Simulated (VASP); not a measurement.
These are r2SCAN meta-GGA, VASP's PBE PAW potentials (set 64) (plane waves; VASP) values and carry that method's errors.

A VASP calculation is set up with these files.

**KPOINTS**
```
Automatic mesh
0
Gamma
10 10 5
0 0 0
```

INCAR:
```
ISIF = 2
LMIXTAU = .TRUE.
PREC = Accurate
LCHARG = .FALSE.
LREAL = .FALSE.
LWAVE = .FALSE.
METAGGA = R2SCAN
LORBIT = 11   ! lm-projected
ALGO = Normal
SYSTEM = TiTe2
EDIFF = 1E-7
NEDOS = 601   ! DOS grid
ISMEAR = -5   ! tetrahedra, Bloechl
LASPH = .TRUE.   ! aspherical one-centre terms
LEFG = .TRUE.
LMAXMIX = 4   ! l cut-off of mixed one-centre charges
ENCUT = 400   ! plane-wave cut-off (eV)
NELM = 100   ! most electronic steps
```

### POSCAR
```
TiTe2
1
    3.8185099337    -0.0000000000     0.0000000000
   -1.9092549668     3.3069265979    -0.0000000000
   -0.0000000000     0.0000000000     6.7042224440
Ti Te
1 2
Direct
  0.0000000000   0.0000000000   0.0000000000
  0.6666670000   0.3333330000   0.7489751455
  0.3333330000   0.6666670000   0.2510248545
```

**KPOINTS_OPT**
```
k-points along high-symmetry lines
6
Line-mode
Reciprocal
  0.000000   0.000000   0.000000 ! GAMMA
  0.500000   0.000000   0.000000 ! M

  0.500000   0.000000   0.000000 ! M
  0.333333   0.333333   0.000000 ! K

  0.333333   0.333333   0.000000 ! K
  0.000000   0.000000   0.000000 ! GAMMA

  0.000000   0.000000   0.000000 ! GAMMA
  0.000000   0.000000   0.500000 ! A

  0.000000   0.000000   0.500000 ! A
  0.500000   0.000000   0.500000 ! L

  0.500000   0.000000   0.500000 ! L
  0.333333   0.333333   0.500000 ! H

  0.333333   0.333333   0.500000 ! H
  0.000000   0.000000   0.500000 ! A

  0.500000   0.000000   0.500000 ! L
  0.500000   0.000000   0.000000 ! M

  0.333333   0.333333   0.500000 ! H
  0.333333   0.333333   0.000000 ! K
```

POTCAR, in this order: Ti_sv Te (PBE.64 set). Program: vasp_std.

Output

### OSZICAR
```
       N       E                     dE             d eps       ncg     rms          rms(c)
DAV:   1     0.105359245450E+03    0.10536E+03   -0.98070E+03  1880   0.117E+03
DAV:   2    -0.593715193370E+02   -0.16473E+03   -0.16364E+03  2152   0.311E+02
DAV:   3    -0.729664087558E+02   -0.13595E+02   -0.13564E+02  3192   0.854E+01
DAV:   4    -0.732879873207E+02   -0.32158E+00   -0.32136E+00  2272   0.135E+01
DAV:   5    -0.733049525412E+02   -0.16965E-01   -0.16962E-01  3056   0.255E+00    0.125E+01
DAV:   6    -0.698410145404E+02    0.34639E+01   -0.46240E+01  2440   0.545E+01    0.122E+01
DAV:   7    -0.674658622653E+02    0.23752E+01   -0.31273E+01  2600   0.318E+01    0.563E+00
DAV:   8    -0.655612121892E+02    0.19047E+01   -0.30194E+00  2048   0.120E+01    0.191E+00
DAV:   9    -0.661620310526E+02   -0.60082E+00   -0.11864E+00  2184   0.723E+00    0.234E+00
DAV:  10    -0.659752051102E+02    0.18683E+00   -0.46870E-01  1856   0.485E+00    0.106E+00
DAV:  11    -0.662790183513E+02   -0.30381E+00   -0.33203E-01  1872   0.469E+00    0.489E-01
DAV:  12    -0.662816177500E+02   -0.25994E-02   -0.12336E-02  2072   0.108E+00    0.195E-01
DAV:  13    -0.662837428275E+02   -0.21251E-02   -0.25494E-03  2328   0.453E-01    0.111E-01
DAV:  14    -0.662827148344E+02    0.10280E-02   -0.50296E-04  1952   0.229E-01    0.642E-02
DAV:  15    -0.662840281294E+02   -0.13133E-02   -0.13284E-03  1920   0.358E-01    0.175E-02
DAV:  16    -0.662840574464E+02   -0.29317E-04   -0.13752E-04  2064   0.132E-01    0.114E-02
DAV:  17    -0.662840849276E+02   -0.27481E-04   -0.18559E-05  2584   0.457E-02    0.359E-03
DAV:  18    -0.662840889480E+02   -0.40204E-05   -0.49729E-06  2064   0.185E-02    0.199E-03
DAV:  19    -0.662840931165E+02   -0.41685E-05   -0.25418E-06  2336   0.158E-02    0.229E-03
DAV:  20    -0.662840908490E+02    0.22675E-05   -0.38813E-07  1576   0.792E-03    0.122E-03
DAV:  21    -0.662840903851E+02    0.46384E-06   -0.38927E-08  1120   0.192E-03    0.959E-04
DAV:  22    -0.662840893668E+02    0.10183E-05   -0.23227E-08  1072   0.129E-03    0.502E-04
DAV:  23    -0.662840891035E+02    0.26328E-06   -0.12332E-08   992   0.104E-03    0.413E-04
DAV:  24    -0.662840889698E+02    0.13373E-06   -0.31982E-09  1032   0.459E-04    0.334E-04
DAV:  25    -0.662840890434E+02   -0.73605E-07   -0.12171E-09   992   0.278E-04
   1 F= -.66284089E+02 E0= -.66284089E+02  d E =0.000000E+00
       N       E                     dE             ncg
```

**OUTCAR**
```
------------------------ aborting loop because EDIFF is reached ----------------------------------------
  FORCE on cell =-STRESS in cart. coord.  units (eV):
  Direction    XX          YY          ZZ          XY          YZ          ZX
  --------------------------------------------------------------------------------------
  Total        0.0545862      0.0545862      0.2423311      0.0000000      0.0000000      0.0000000
  in kB        1.0330624      1.0330624      4.5861980      0.0000000      0.0000000      0.0000000
  external PRESSURE =       2.2174410 kB  Pullay stress =       0.0000000 kB
  volume of cell :       84.66
      direct lattice vectors                 reciprocal lattice vectors
     3.818509934  0.000000000  0.000000000     0.261882257  0.151197792  0.000000000
    -1.909254967  3.306926598  0.000000000     0.000000000  0.302395584  0.000000000
     0.000000000  0.000000000  6.704222444     0.000000000  0.000000000  0.149159729
 POSITION                                       TOTAL-FORCE (eV/Angst)
 -----------------------------------------------------------------------------------
      0.00000      0.00000      0.00000         0.000000      0.000000      0.000000
      1.90926      1.10231      5.02130        -0.000000     -0.000000     -0.016484
     -0.00000      2.20462      1.68293         0.000000      0.000000      0.016484
 -----------------------------------------------------------------------------------
    total drift:                               -0.000000     -0.000000      0.000000
  FREE ENERGIE OF THE ION-ELECTRON SYSTEM (eV)
  ---------------------------------------------------
  free  energy   TOTEN  =       -66.2840890434 eV

  energy  without entropy=      -66.2840890434  energy(sigma->0) =      -66.28408904

 total charge

# of ion       s       p       d       tot
------------------------------------------
    1        2.164   6.129   1.802  10.095
    2        1.386   2.056   0.035   3.477
    3        1.386   2.056   0.035   3.477
--------------------------------------------------
tot          4.935  10.241   1.872  17.049

 Electric field gradients after diagonalization (V/A^2)
 (convention: |V_zz| > |V_xx| > |V_yy|)
----------------------------------------------------------------------
 ion       V_xx      V_yy      V_zz     asymmetry (V_yy - V_xx)/ V_zz
----------------------------------------------------------------------
   1      12.788    12.785   -25.572       0.000
   2      44.942    44.942   -89.884       0.000
   3      44.942    44.942   -89.884       0.000
```
(Selected blocks of OUTCAR.)

For a metal the tetrahedron method with Blöchl corrections gives inexact stress and forces.

The structure comes from a computed database's TiTe2 entry (P-3m1); how it stands against other phases isn't given here. It was relaxed first.
